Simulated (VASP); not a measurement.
Data:

```
W
1.0
   -1.54872     1.54872     1.54872
    1.54872    -1.54872     1.54872
    1.54872     1.54872    -1.54872
W
1
Cartesian
  0.00000   0.00000   0.00000
```

All values below come from PBE GGA with D3 dispersion (Becke-Johnson damping), VASP's PBE PAW potentials (set 64) (plane waves; VASP). Run with 520 eV cut-off, 16×16×16 Γ-centred mesh, first-order Methfessel-Paxton smearing of 0.10 eV, potentials W_sv.

Q: Give the stress tensor in GPa (positive for a compressed cell).

A: 
```
22.04   0.00   0.00
 0.00  22.04   0.00
 0.00   0.00  22.04
```
The pressure is its mean diagonal, 22.04 GPa.

The compound is W in the bcc structure. This cell is one point of a volume scan, at 0.94 of the reference volume.
